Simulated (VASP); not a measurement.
Set up this calculation in VASP 6.6.1, as the native input.

```yaml
Task: single point
Functional: HSE06
Potentials_or_basis: VASP PAW PBE potentials, release 64 (Si, C)
Cutoff: 400 eV
k_mesh: 1 × 1 × 1
Occupations: gaussian, width 0.01 eV
Spin: no spin polarisation
Grid_for_exact_exchange_PRECFOCK: Fast
Screening_parameter: 0.2 1/A
Further_INCAR_settings: PREC = Normal; LREAL = Auto; ALGO = Normal; EDIFF = 1e-06; NBANDS = 186
```

The system is SiC.

```
Si C
1.0
    -4.63978   -8.03635    0.00000
     9.27957    0.00000    0.00000
     0.00000    0.00000   10.12658
Si C
36 36
Cartesian
  -1.5466 -4.4646 9.4972
  1.5466 -4.4646 9.4972
  0.0000 -1.7859 9.4972
  4.6398 -4.4646 9.4972
  3.0932 -1.7859 9.4972
  -3.0932 -7.1434 9.4972
  6.1864 -1.7859 9.4972
  0.0000 -7.1434 9.4972
  3.0932 -7.1434 9.4972
  6.1864 -3.5717 4.4339
  0.0000 -3.5717 4.4339
  7.7330 -0.8929 4.4339
  3.0932 -3.5717 4.4339
  1.5466 -0.8929 4.4339
  4.6398 -6.2505 4.4339
  4.6398 -0.8929 4.4339
  -1.5466 -6.2505 4.4339
  1.5466 -6.2505 4.4339
  -3.0932 -5.3576 6.9661
  0.0000 -5.3576 6.9661
  -1.5466 -2.6788 6.9661
  3.0932 -5.3576 6.9661
  1.5466 -2.6788 6.9661
  0.0000 0.0000 6.9661
  4.6398 -2.6788 6.9661
  3.0932 0.0000 6.9661
  6.1864 0.0000 6.9661
  -3.0932 -5.3576 1.9028
  0.0000 -5.3576 1.9028
  -1.5466 -2.6788 1.9028
  3.0932 -5.3576 1.9028
  1.5466 -2.6788 1.9028
  0.0000 0.0000 1.9028
  4.6398 -2.6788 1.9028
  3.0932 0.0000 1.9028
  6.1864 0.0000 1.9028
  -1.5466 -4.4646 7.5930
  1.5466 -4.4646 7.5930
  0.0000 -1.7859 7.5930
  4.6398 -4.4646 7.5930
  3.0932 -1.7859 7.5930
  -3.0932 -7.1434 7.5930
  6.1864 -1.7859 7.5930
  0.0000 -7.1434 7.5930
  3.0932 -7.1434 7.5930
  6.1864 -3.5717 2.5297
  0.0000 -3.5717 2.5297
  7.7330 -0.8929 2.5297
  3.0932 -3.5717 2.5297
  1.5466 -0.8929 2.5297
  4.6398 -6.2505 2.5297
  4.6398 -0.8929 2.5297
  -1.5466 -6.2505 2.5297
  1.5466 -6.2505 2.5297
  -3.0932 -5.3576 5.0678
  0.0000 -5.3576 5.0678
  -1.5466 -2.6788 5.0678
  3.0932 -5.3576 5.0678
  1.5466 -2.6788 5.0678
  0.0000 0.0000 5.0678
  4.6398 -2.6788 5.0678
  3.0932 0.0000 5.0678
  6.1864 0.0000 5.0678
  -3.0932 -5.3576 0.0045
  0.0000 -5.3576 0.0045
  -1.5466 -2.6788 0.0045
  3.0932 -5.3576 0.0045
  1.5466 -2.6788 0.0045
  0.0000 0.0000 0.0045
  4.6398 -2.6788 0.0045
  3.0932 0.0000 0.0045
  6.1864 0.0000 0.0045
```

The cell is a database's computed one.

One way to write it, as run:

POSCAR

```
SiC
1.0
   -4.6397850000     -8.0363460000      0.0000000000
    9.2795730000      0.0000000000      0.0000000000
    0.0000000000      0.0000000000     10.1265810000
Si C
36 36
Direct
    0.5555556700      0.1111113300      0.9378460000
    0.5555556700      0.4444446700      0.9378460000
    0.2222223300      0.1111113300      0.9378460000
    0.5555556700      0.7777780000      0.9378460000
    0.2222223300      0.4444446700      0.9378460000
    0.8888890000      0.1111113300      0.9378460000
    0.2222223300      0.7777780000      0.9378460000
    0.8888890000      0.4444446700      0.9378460000
    0.8888890000      0.7777780000      0.9378460000
    0.4444443300      0.8888886700      0.4378460000
    0.4444443300      0.2222220000      0.4378460000
    0.1111110000      0.8888886700      0.4378460000
    0.4444443300      0.5555553300      0.4378460000
    0.1111110000      0.2222220000      0.4378460000
    0.7777776700      0.8888886700      0.4378460000
    0.1111110000      0.5555553300      0.4378460000
    0.7777776700      0.2222220000      0.4378460000
    0.7777776700      0.5555553300      0.4378460000
    0.6666666700      0.0000000000      0.6878980000
    0.6666666700      0.3333333300      0.6878980000
    0.3333333300      0.0000000000      0.6878980000
    0.6666666700      0.6666666700      0.6878980000
    0.3333333300      0.3333333300      0.6878980000
    0.0000000000      0.0000000000      0.6878980000
    0.3333333300      0.6666666700      0.6878980000
    0.0000000000      0.3333333300      0.6878980000
    0.0000000000      0.6666666700      0.6878980000
    0.6666666700      0.0000000000      0.1878980000
    0.6666666700      0.3333333300      0.1878980000
    0.3333333300      0.0000000000      0.1878980000
    0.6666666700      0.6666666700      0.1878980000
    0.3333333300      0.3333333300      0.1878980000
    0.0000000000      0.0000000000      0.1878980000
    0.3333333300      0.6666666700      0.1878980000
    0.0000000000      0.3333333300      0.1878980000
    0.0000000000      0.6666666700      0.1878980000
    0.5555556700      0.1111113300      0.7498070000
    0.5555556700      0.4444446700      0.7498070000
    0.2222223300      0.1111113300      0.7498070000
    0.5555556700      0.7777780000      0.7498070000
    0.2222223300      0.4444446700      0.7498070000
    0.8888890000      0.1111113300      0.7498070000
    0.2222223300      0.7777780000      0.7498070000
    0.8888890000      0.4444446700      0.7498070000
    0.8888890000      0.7777780000      0.7498070000
    0.4444443300      0.8888886700      0.2498070000
    0.4444443300      0.2222220000      0.2498070000
    0.1111110000      0.8888886700      0.2498070000
    0.4444443300      0.5555553300      0.2498070000
    0.1111110000      0.2222220000      0.2498070000
    0.7777776700      0.8888886700      0.2498070000
    0.1111110000      0.5555553300      0.2498070000
    0.7777776700      0.2222220000      0.2498070000
    0.7777776700      0.5555553300      0.2498070000
    0.6666666700      0.0000000000      0.5004470000
    0.6666666700      0.3333333300      0.5004470000
    0.3333333300      0.0000000000      0.5004470000
    0.6666666700      0.6666666700      0.5004470000
    0.3333333300      0.3333333300      0.5004470000
    0.0000000000      0.0000000000      0.5004470000
    0.3333333300      0.6666666700      0.5004470000
    0.0000000000      0.3333333300      0.5004470000
    0.0000000000      0.6666666700      0.5004470000
    0.6666666700      0.0000000000      0.0004470000
    0.6666666700      0.3333333300      0.0004470000
    0.3333333300      0.0000000000      0.0004470000
    0.6666666700      0.6666666700      0.0004470000
    0.3333333300      0.3333333300      0.0004470000
    0.0000000000      0.0000000000      0.0004470000
    0.3333333300      0.6666666700      0.0004470000
    0.0000000000      0.3333333300      0.0004470000
    0.0000000000      0.6666666700      0.0004470000
```

INCAR.step1

```
SYSTEM = SiC
PREC     = Normal         ! precision mode
ENCUT    = 400            ! plane-wave cutoff, eV
EDIFF    = 1E-5           ! SCF threshold, eV
ISMEAR   = 0              ! smearing method
SIGMA    = 0.01           ! smearing width, eV
LREAL    = Auto         
LASPH    = .TRUE.         ! aspherical terms in the spheres
NELM     = 80             ! most SCF steps
ALGO     = Normal         ! electronic algorithm
ISIF     = 2              ! what is computed and relaxed
LWAVE    = .TRUE.         ! write WAVECAR
NBANDS   = 186            ! bands
ICORELEVEL= 1            
GGA      = PE             ! functional
```

INCAR.step2

```
SYSTEM = SiC
PREC     = Normal         ! precision mode
ENCUT    = 400            ! plane-wave cutoff, eV
EDIFF    = 1E-6           ! SCF threshold, eV
ISMEAR   = 0              ! smearing method
SIGMA    = 0.01           ! smearing width, eV
LREAL    = Auto         
LASPH    = .TRUE.         ! aspherical terms in the spheres
NELM     = 80             ! most SCF steps
ALGO     = Normal         ! electronic algorithm
ISIF     = 2              ! what is computed and relaxed
LWAVE    = .FALSE.        ! write WAVECAR
LCHARG   = .FALSE.        ! write CHGCAR
GGA      = PE             ! functional
LHFCALC  = .TRUE.         ! exact exchange
HFSCREEN = 0.2            ! screening, 1/A
PRECFOCK = Fast         
NBANDS   = 186            ! bands
ICORELEVEL= 1            
ISTART   = 1
```

KPOINTS

```
regular mesh
0
G
  1 1 1
  0 0 0
```

Potentials or basis: VASP PAW PBE potentials, release 64 (Si, C).

Launch:

```bash
$ cat potpaw_PBE.64/Si/POTCAR potpaw_PBE.64/C/POTCAR > POTCAR
$ cp INCAR.step1 INCAR
$ mpirun -np 8 vasp_gam > vasp.out
$ cp INCAR.step2 INCAR
$ mpirun -np 8 vasp_gam > vasp.out
```

Results of the run:

```
Largest force          : 0.203 eV/Å
Band gap on the k mesh : 4.01 eV
```

Caveat: the k mesh is coarse (spacing up to 0.78 Å⁻¹), so the values aren't converged, least of all with exact exchange; the PAW data sets were made with another functional, which shifts forces and pressure a little; an odd mesh through Γ misses points on the zone boundary, where band edges often lie.

Run time: 83 s on 8 MPI ranks on Intel(R) Xeon(R) Platinum 8488C (Sapphire Rapids), with other jobs on the host, peak memory 0.43 GiB a rank.
